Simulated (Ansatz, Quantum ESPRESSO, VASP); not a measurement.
**Re (P6_3/mmc, 2 atoms in the cell) computed with different codes at matched settings**

Self-consistent single point.

```
Re
1.0
    1.39118    -2.40959     0.00000
    1.39118     2.40959     0.00000
    0.00000     0.00000     4.49613
Re
2
Direct
  0.33333   0.66667   0.25000
  0.66667   0.33333   0.75000
```

All programs got the same cell, k-point mesh and kind of occupations (in Ansatz's words: kpoints.mp_grid.grid = 14 14 7; scf.occupations.method = gaussian; scf.occupations.width = 0.1 eV); potentials, basis and cutoffs are each program's usual ones.

```json
[
 {"code": "VASP", "model": "PBE, VASP's PBE PAW potentials (set 64)", "pressure (GPa)": "-5.28", "cutoff": "300 eV"},
 {"code": "Quantum ESPRESSO", "model": "PBE, PSlibrary PAW (PBE) pseudopotentials", "pressure (GPa)": "-4.04", "cutoff": "60 Ry"},
 {"code": "Ansatz", "model": "PBE, default PAW files", "pressure (GPa)": "-2.96", "cutoff": "default"}
]
```

The spread over the programs that give each value: pressure within 2.32 GPa.

The starting cell has typed, rounded lattice constants, without a prior relaxation at this level. Its lattice was rescaled by a random factor within 2.5 % of one. On Ansatz's run: Spin-orbit coupling is off. Spin polarisation is off.

**Question.** Why do the programs differ, and what cannot be compared?

**Answer.** Differences of this kind can come from the potentials, where these differ, and from what each basis and cutoff leave unconverged. The valence holds different numbers of electrons (VASP 14, Quantum ESPRESSO 30, Ansatz (a quantum-chemistry and plane-wave program) 30). The zero of total energies and Fermi levels follows the potentials and each program's conventions, so they are not compared here. Ansatz's pressure is given at a fixed set of plane waves, as the other plane-wave codes print theirs; with its correction for the finite basis it is -2.79 GPa.

VASP's run is marked for a possible Pulay error in its stress at this cutoff; no cutoff test was made.

Left out of this page: ABINIT (with a known weakness of the program); GPAW, Elk, FLEUR and SIESTA (not drawn, or without a comparable value).

Keys are those of Ansatz 0.2.
